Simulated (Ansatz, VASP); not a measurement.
# Ca2Ge3: VASP beside Ansatz

One calculation is typed for both programs; each brings its own data sets. How far apart do they land? Valence electrons are named where the data sets of a main pair hold unlike numbers.

Calculated with Ansatz 0.2.0; plane waves, with VASP 6.6.1 beside it; single point at PBEsol.

### Step 1. The structure

The cell holds 10 atoms: 4 Ca and 6 Ge. Its edges and angles: a = 4.049 Å, b = 4.049 Å, c = 30.388 Å, α = 90.0°, β = 90.0°, γ = 120.0°. It derives from CaGe2. The (0 0 1) slab of CaGe2, cut from the database cell (so at first; earlier steps may have moved the atoms). Vacuum lies along c.

As a file:

```
Ca Ge
1.0
     4.04928    0.00000    0.00000
    -2.02464    3.50678    0.00000
     0.00000    0.00000   30.38837
Ca Ge
4 6
Direct
  0.00000 0.00000 0.24680
  0.66667 0.33333 0.41904
  0.66667 0.33333 0.57640
  0.33333 0.66667 0.74461
  0.66667 0.33333 0.31437
  0.00000 0.00000 0.35147
  0.33333 0.66667 0.48279
  0.00000 0.00000 0.51581
  0.33333 0.66667 0.64352
  0.66667 0.33333 0.68006
```

### Step 2. VASP: single point, PBEsol

A single point gives forces, pressure and levels at one fixed geometry, so differences don't come from the geometry; what else differs is listed under the comparison.

Lines of VASP's logs that name or quote its potential files are left out, and so is its time.

Contents of INCAR:

```
SYSTEM = Ca2Ge3
PREC = Normal
ENCUT = 300
EDIFF = 1E-06
NELM = 120
ISMEAR = 1
SIGMA = 0.1
LREAL = .FALSE.
ALGO = Fast
GGA = PS
NBANDS = 52
LORBIT = 11
LWAVE = .TRUE.
LCHARG = .TRUE.
IDIPOL = 3
LDIPOL = .TRUE.
DIPOL = 0.5 0.5 0.497
LVHAR = .TRUE.
LVACPOTAV = .TRUE.
LELF = .TRUE.
NEDOS = 1500
```

Contents of POSCAR:

```
Ca2Ge3
1.0
    4.0492757541      0.0000000000      0.0000000000
   -2.0246378771      3.5067756700      0.0000000000
    0.0000000000      0.0000000000     30.3883686511
Ca Ge
4 6
Direct
    0.0000000000      0.0000000000      0.2468049600
    0.6666666700      0.3333333300      0.4190385600
    0.6666666700      0.3333333300      0.5764037115
    0.3333333300      0.6666666700      0.7446081293
    0.6666666700      0.3333333300      0.3143697300
    0.0000000000      0.0000000000      0.3514737900
    0.3333333300      0.6666666700      0.4827919400
    0.0000000000      0.0000000000      0.5158107430
    0.3333333300      0.6666666700      0.6435201152
    0.6666666700      0.3333333300      0.6800617450
```

Contents of KPOINTS:

```
Automatic mesh
0
Gamma
6 6 1
0 0 0
```

Potentials, in the order of the species: Ca_pv and Ge (PBE family, release 64).

Run with:

```bash
> mpirun -np 4 vasp_std
```

Numbers of over 12 decimals in the logs are rounded to 6 here.

The program printed:

```text
[banner, memory and clock lines left out]
running    4 mpi-ranks, on    1 nodes
 distrk:  each k-point on    4 cores,    1 groups
 distr:  one band on    1 cores,    4 groups

 POSCAR found type information on POSCAR CaGe
 POSCAR found :  2 types and      10 ions
|                                                                             |
|               ----> ADVICE to this user running VASP <----                  |
|                                                                             |
|     You enforced a specific xc type in the INCAR file but a different       |
|     [... a line on the potential file left out ...]
|     I HOPE YOU KNOW WHAT YOU ARE DOING!                                     |
|                                                                             |

 LDA part: xc-table for (Slater+PW92), standard interpolation
 POSCAR, INCAR and KPOINTS ok, starting setup
 FFT: planning ... GRIDC
 FFT: planning ... GRID_SOFT
 FFT: planning ... GRID
 WAVECAR not read
 entering main loop
       N       E                     dE             d eps       ncg     rms          rms(c)
DAV:   1     0.508423924428E+03    0.50842E+03   -0.14737E+04   924   0.847E+02
DAV:   2     0.513797623398E+02   -0.45704E+03   -0.43425E+03   728   0.325E+02
DAV:   3    -0.357150272618E+02   -0.87095E+02   -0.83865E+02   932   0.119E+02
DAV:   4    -0.432263342296E+02   -0.75113E+01   -0.74397E+01  1040   0.396E+01
DAV:   5    -0.436176637646E+02   -0.39133E+00   -0.39110E+00  1136   0.926E+00    0.575E+00
RMM:   6    -0.450694661481E+02   -0.14518E+01   -0.35091E+00  1230   0.498E+00    0.621E+00
RMM:   7    -0.561430961415E+02   -0.11074E+02   -0.22312E+00  1287   0.374E+00    0.115E+01
RMM:   8    -0.418865115671E+02    0.14257E+02   -0.45264E-01  1125   0.286E+00    0.307E+00
RMM:   9    -0.418260316610E+02    0.60480E-01   -0.46900E-01  1208   0.201E+00    0.198E+00
RMM:  10    -0.416067143365E+02    0.21932E+00   -0.12402E-01  1258   0.135E+00    0.137E+00
RMM:  11    -0.413986263240E+02    0.20809E+00   -0.44351E-02  1238   0.857E-01    0.671E-01
RMM:  12    -0.413776621408E+02    0.20964E-01   -0.16886E-02  1275   0.522E-01    0.402E-01
RMM:  13    -0.413750117464E+02    0.26504E-02   -0.18833E-02  1238   0.476E-01    0.157E-01
RMM:  14    -0.413728477353E+02    0.21640E-02   -0.47410E-03  1329   0.224E-01    0.101E-01
RMM:  15    -0.413725057143E+02    0.34202E-03   -0.95167E-04  1352   0.881E-02    0.639E-02
RMM:  16    -0.413724226192E+02    0.83095E-04   -0.44061E-04  1299   0.587E-02    0.350E-02
WARNING in EDDRMM: call to ZHEGV failed, returncode =   6  3     10
RMM:  17    -0.413723563350E+02    0.66284E-04   -0.20489E-04  1292   0.384E-02    0.167E-02
RMM:  18    -0.413723655517E+02   -0.92167E-05   -0.67849E-05  1273   0.204E-02    0.116E-02
RMM:  19    -0.413723671544E+02   -0.16027E-05   -0.20762E-05  1233   0.125E-02    0.682E-03
RMM:  20    -0.413723726311E+02   -0.54767E-05   -0.92862E-06  1098   0.753E-03    0.400E-03
RMM:  21    -0.413723727062E+02   -0.75121E-07   -0.47916E-06   972   0.543E-03
|                                                                             |
|           W    W    AA    RRRRR   N    N  II  N    N   GGGG   !!!           |
|           W    W   A  A   R    R  NN   N  II  NN   N  G    G  !!!           |
|           W    W  A    A  R    R  N N  N  II  N N  N  G       !!!           |
|           W WW W  AAAAAA  RRRRR   N  N N  II  N  N N  G  GGG   !            |
|           WW  WW  A    A  R   R   N   NN  II  N   NN  G    G                |
|           W    W  A    A  R    R  N    N  II  N    N   GGGG   !!!           |
|                                                                             |
|     Did not find any points to average over, which means that no vacuum     |
|     field-free region was found. Please increase the size of  your cell     |
|     in the dimension of the dipole correction to obtain accurate            |
|     workfunction values.                                                    |
|                                                                             |

   1 F= -.41372373E+02 E0= -.41372786E+02  d E =0.124077E-02
 writing wavefunctions
```

Parts of OUTCAR (step 2):

```text
ion  position               nearest neighbor table
   1  0.000  0.000  0.247-   5 3.11   5 3.11   5 3.11   6 3.18
   2  0.667  0.333  0.419-   7 3.04   7 3.04   7 3.04   6 3.11   6 3.11   6 3.11   5 3.18
   3  0.667  0.333  0.576-   8 2.98   8 2.98   8 2.98   9 3.10   9 3.10   9 3.10  10 3.15
   4  0.333  0.667  0.745-  10 3.05  10 3.05  10 3.05   9 3.07
   5  0.667  0.333  0.314-   6 2.60   6 2.60   6 2.60   1 3.11   1 3.11   1 3.11   2 3.18
   6  0.000  0.000  0.351-   5 2.60   5 2.60   5 2.60   2 3.11   2 3.11   2 3.11   1 3.18
   7  0.333  0.667  0.483-   8 2.54   8 2.54   8 2.54   2 3.04   2 3.04   2 3.04
   8  0.000  0.000  0.516-   7 2.54   7 2.54   7 2.54   3 2.98   3 2.98   3 2.98
   9  0.333  0.667  0.644-  10 2.59  10 2.59  10 2.59   4 3.07   3 3.10   3 3.10   3 3.10
  10  0.667  0.333  0.680-   9 2.59   9 2.59   9 2.59   4 3.05   4 3.05   4 3.05   3 3.15

  LATTYP: Found a hexagonal cell.
 ALAT       =     4.0492757541
 C/A-ratio  =     7.5046429279

 Subroutine GETGRP returns: Found  6 space group operations
 (whereof  6 operations were pure point group operations)

The static configuration has the point symmetry C_3v.

 Found      7 irreducible k-points:

   k-points           NKPTS =      7   k-points in BZ     NKDIM =      7   number of bands    NBANDS=     52

   dimension x,y,z NGX =    18 NGY =   18 NGZ =  140
   dimension x,y,z NGXF=    36 NGYF=   36 NGZF=  280

   ENCUT  =  300.0 eV  22.05 Ry    4.70 a.u.   5.72  5.72 42.92*2*pi/ulx,y,z

   NELECT =      56.0000    total number of electrons

 k-points in reciprocal lattice and weights: Automatic mesh
   0.00000000  0.00000000  0.00000000       0.028
   0.16666667 -0.00000000  0.00000000       0.167
   0.33333333  0.00000000  0.00000000       0.167
   0.50000000  0.00000000  0.00000000       0.083
   0.16666667  0.16666667  0.00000000       0.167
   0.33333333  0.16666667  0.00000000       0.333
   0.33333333  0.33333333  0.00000000       0.056

 dipolmoment           0.000000      0.000000     -0.002863 electrons x Angstroem

 average (electrostatic) potential at core
       1 -50.9026       2 -50.1617       3 -50.0319       4 -50.7510       5 -35.2881
       6 -35.2903       7 -35.6481       8 -35.6432       9 -35.2963      10 -35.2984

 E-fermi :   0.9674

 k-point     1 :       0.0000    0.0000    0.0000
  band No.  band energies     occupation
    ...
     24       0.2106      2.00000
     25       0.2106      2.00000
     26       0.3334      2.00000
     27       0.3334      2.00000
     28       0.5346      2.00000
     29       1.2233     -0.00177
     30       1.2977     -0.00003
     31       1.4598     -0.00000
     32       1.7176     -0.00000
     33       2.0917     -0.00000
    ...

 k-point     2 :       0.1667   -0.0000    0.0000
  band No.  band energies     occupation
    ...
     25      -0.2863      2.00000
     26      -0.1800      2.00000
     27       0.3281      2.00000
     28       0.8805      2.01127
     29       0.9978      0.51073
     30       1.6967     -0.00000
     31       1.7898     -0.00000
     32       1.9954     -0.00000
     33       2.4402     -0.00000
     34       2.4999     -0.00000
    ...

 k-point     3 :       0.3333    0.0000    0.0000
  band No.  band energies     occupation
    ...
     25      -0.6292      2.00000
     26      -0.5231      2.00000
     27      -0.3478      2.00000
     28       0.5110      2.00000
     29       0.6379      2.00003
     30       1.3400     -0.00000
     31       1.4956     -0.00000
     32       1.5874     -0.00000
     33       1.9463     -0.00000
     34       2.3914     -0.00000
    ...

  Total       -2.6941172     -2.6941172     -1.6101768      0.0000000      0.0000000      0.0000000
  in kB      -10.0030940    -10.0030940     -5.9784888      0.0000000      0.0000000      0.0000000
  external PRESSURE =      -8.6615589 kB  Pullay stress =       0.0000000 kB

  energy-cutoff  :      300.00
  volume of cell :      431.51
      direct lattice vectors                 reciprocal lattice vectors
     4.049275754  0.000000000  0.000000000     0.246957743  0.142581119  0.000000000
    -2.024637877  3.506775670  0.000000000     0.000000000  0.285162239  0.000000000
     0.000000000  0.000000000 30.388368651     0.000000000  0.000000000  0.032907328

 POSITION                                       TOTAL-FORCE (eV/Angst)
 -----------------------------------------------------------------------------------
      0.00000      0.00000      7.50000         0.000000      0.000000      0.297506
      2.02464      1.16893     12.73390         0.000000     -0.000000      0.072412
      2.02464      1.16893     17.51597         0.000000      0.000000     -0.003642
     -0.00000      2.33785     22.62743         0.000000     -0.000000      0.003565
      2.02464      1.16893      9.55318        -0.000000      0.000000     -0.016157
      0.00000      0.00000     10.68072        -0.000000      0.000000     -0.159750
     -0.00000      2.33785     14.67126        -0.000000      0.000000     -0.182825
      0.00000      0.00000     15.67465        -0.000000      0.000000     -0.012073
     -0.00000      2.33785     19.55553        -0.000000      0.000000      0.017058
      2.02464      1.16893     20.66597         0.000000     -0.000000     -0.016094
 -----------------------------------------------------------------------------------
    total drift:                               -0.000001     -0.000001      0.002009

  FREE ENERGIE OF THE ION-ELECTRON SYSTEM (eV)
  ---------------------------------------------------
  free  energy   TOTEN  =       -41.3723727062 eV

  energy  without entropy=      -41.3736134772  energy(sigma->0) =      -41.37278630

 vacuum level on the upper side and lower side of the slab         4.365         4.407

 total charge
# of ion       s       p       d       tot
------------------------------------------
    1        0.250   6.109   0.362   6.721
    2        0.210   6.151   0.505   6.866
    3        0.216   6.160   0.537   6.913
    4        0.251   6.122   0.396   6.769
    5        1.162   1.171   0.041   2.374
    6        1.163   1.173   0.038   2.374
    7        1.168   1.209   0.043   2.420
    8        1.171   1.218   0.044   2.432
    9        1.165   1.181   0.040   2.385
   10        1.162   1.188   0.043   2.393
--------------------------------------------------
tot          7.917  31.681   2.047  41.645

[... 3 further parts left out ...]
```

The PAW data sets were made with PBE, which is usual practice but a small mismatch for other functionals. The data set Ge keeps the semicore shell frozen, which is cheaper and a little less accurate.

(Part 1 of 2 ends here.)

[Lines on the potential files, build, host, timing and source positions are cut from VASP's logs without a mark.]

[Logs are printed without paths, hosts, clocks, repeated set-up lines and the standing remarks that a program may print on its own settings, such as how far it seeks lower states.]

[Hosts, paths, dates, database ids (printed as entryN), source tags and the programs' standing remarks are cut or masked in the printed files.]
